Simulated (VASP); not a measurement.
OSZICAR of a VASP run on GaFe3 (space group P4/mmm):

### OSZICAR
```
       N       E                     dE             d eps       ncg     rms          rms(c)
DAV:   1     0.234617316778E+03    0.23462E+03   -0.16728E+04  8360   0.222E+03
DAV:   2    -0.345681618256E+02   -0.26919E+03   -0.25737E+03  7804   0.447E+02
DAV:   3    -0.609554907374E+02   -0.26387E+02   -0.24887E+02  8072   0.147E+02
DAV:   4    -0.617008497059E+02   -0.74536E+00   -0.73555E+00  9106   0.271E+01
DAV:   5    -0.617186295255E+02   -0.17780E-01   -0.17759E-01  9172   0.403E+00    0.211E+01
DAV:   6    -0.569437381062E+02    0.47749E+01   -0.61448E+01  9074   0.103E+02    0.192E+01
DAV:   7    -0.549481105557E+02    0.19956E+01   -0.90404E+00  8702   0.443E+01    0.776E+00
DAV:   8    -0.550618212263E+02   -0.11371E+00   -0.72896E-01  9314   0.708E+00    0.316E+00
DAV:   9    -0.550538691197E+02    0.79521E-02   -0.13630E-01 10252   0.499E+00    0.161E+00
DAV:  10    -0.550514511267E+02    0.24180E-02   -0.43575E-02  9932   0.450E+00    0.104E+00
DAV:  11    -0.550529731114E+02   -0.15220E-02   -0.26350E-02 10730   0.235E+00    0.182E-01
DAV:  12    -0.550535481107E+02   -0.57500E-03   -0.24992E-03  8050   0.567E-01    0.126E-01
DAV:  13    -0.550535426798E+02    0.54310E-05   -0.21895E-04  8920   0.165E-01    0.498E-02
DAV:  14    -0.550535527997E+02   -0.10120E-04   -0.66341E-05  9370   0.955E-02    0.239E-02
DAV:  15    -0.550535551120E+02   -0.23123E-05   -0.20247E-05  9770   0.664E-02    0.164E-02
DAV:  16    -0.550535528827E+02    0.22293E-05   -0.23690E-06  8232   0.162E-02    0.821E-03
DAV:  17    -0.550535498756E+02    0.30071E-05   -0.31198E-07  7220   0.107E-02    0.339E-03
DAV:  18    -0.550535489163E+02    0.95930E-06   -0.29423E-07  6640   0.626E-03    0.666E-04
DAV:  19    -0.550535489295E+02   -0.13137E-07   -0.35951E-08  4190   0.220E-03
   1 F= -.55053549E+02 E0= -.55053455E+02  d E =-.283039E-03  mag=     7.3040
```

Problem. Which electronic solver shows in the log?

Solution. It is blocked Davidson (ALGO = Normal, or the opening steps of other solvers). The INCAR had ALGO = Normal.

Problem. How was spin treated?

Solution. Collinear spin (ISPIN = 2): the summary line carries one mag value, 7.30 μB in the cell.

Problem. Can the final energy be trusted as converged?

Solution. The run converged. It stopped with EDIFF = 1E-7, NELM = 100 (r2SCAN meta-GGA, plane waves, VASP's PBE PAW potentials (set 64)). The run has a spin-polarised start.

The structure comes from a computed database's GaFe3 entry (Pm-3m); how it stands against other phases isn't given here. This cell was strained or had an atom moved on purpose.
